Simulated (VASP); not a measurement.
Data:

```xyz
4
Lattice="2.0416 -3.5361 0.0000 2.0416 3.5361 0.0000 0.0000 0.0000 6.6654" Properties=species:S:1:pos:R:3 pbc="T T T"
Cd     2.0416    -1.1787     3.3346
Cd     2.0416     1.1787     0.0019
Se     2.0416    -1.1787     5.8370
Se     2.0416     1.1787     2.5043
```

These are LDA (Ceperley-Alder, Perdew-Zunger), VASP's LDA PAW potentials (set 64) (plane waves; VASP) values and carry that method's errors. Run with 500 eV cut-off, 6×6×4 Γ-centred mesh, Gaussian smearing of 0.050 eV, potentials Cd Se.

### Question
What does the run give for the energy per atom (σ→0), pressure, band gap (on the k-mesh) with the smallest direct gap where there is one?

### Answer

```yaml
band gap (on the k-mesh): 0.75 eV
smallest direct gap (on the k-mesh): 0.75 eV
energy per atom (σ→0): -3.288 eV/atom
pressure: 9.95 GPa
```

The compound is CdSe in the wurtzite structure. It was relaxed first under an external pressure of 10 GPa.
